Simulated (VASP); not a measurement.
Method: PBE GGA, VASP's PBE PAW potentials (set 64) (plane waves; VASP).

Input for VASP

**INCAR**
```
ALGO = Damped
EDIFF = 1E-6
ENCUT = 400
GGA = PE
ISIF = 2
ISMEAR = 0
ISPIN = 2
LASPH = .TRUE.
LCHARG = .FALSE.
LMAXMIX = 4
LORBIT = 10
LREAL = .FALSE.
LWAVE = .FALSE.
MAGMOM = 2.0 0.0 0.0
NELM = 100
PREC = Accurate
SIGMA = 0.05
SYSTEM = VSe2
```

**KPOINTS**
```
Automatic mesh
0
Gamma
6 6 6
0 0 0
```

File POSCAR:
```
VSe2
1
    0.0000000000     2.9865470000     2.9865470000
    2.9865470000     0.0000000000     2.9865470000
    2.9865470000     2.9865470000     0.0000000000
V Se
1 2
Direct
  0.0000000000   0.0000000000   0.0000000000
  0.2500000000   0.2500000000   0.2500000000
  0.7500000000   0.7500000000   0.7500000000
```

POTCAR, in this order: V_sv Se (PBE.64 set). Program: vasp_std.

The moments were started parallel, and other spin orders were not tried in this run.

Task: Predict the energy per atom (σ→0), cell moment, pressure.

Result: 
```yaml
energy per atom (σ→0): -5.631 eV/atom
cell_moment: 1.74 μB
pressure: 11.72 GPa
```

File OSZICAR:
```
...
DMP:  23    -0.168938498229E+02   -0.12532E-03   -0.74817E-04   272   0.104E-03   0.218E-03
DMP:  24    -0.168939113127E+02   -0.61490E-04   -0.34316E-04   272   0.420E-04   0.115E-03
DMP:  25    -0.168939399418E+02   -0.28629E-04   -0.16450E-04   272   0.201E-04   0.550E-04
DMP:  26    -0.168939530895E+02   -0.13148E-04   -0.74537E-05   272   0.951E-05   0.239E-04
DMP:  27    -0.168939589886E+02   -0.58991E-05   -0.31077E-05   272   0.388E-05   0.102E-04
DMP:  28    -0.168939614328E+02   -0.24443E-05   -0.12370E-05   272   0.141E-05   0.441E-05
DMP:  29    -0.168939624248E+02   -0.99198E-06   -0.50011E-06   272   0.555E-06   0.182E-05
   1 F= -.16893962E+02 E0= -.16892961E+02  d E =-.200311E-02  mag=     1.7391
```

The structure was generated: VSe2 was put into the fluorite type (Fm-3m), which need not be its known phase. The cell was not relaxed at this level. The run is one of a series of settings (ALGO = Damped against the base run), some of them coarse on purpose.
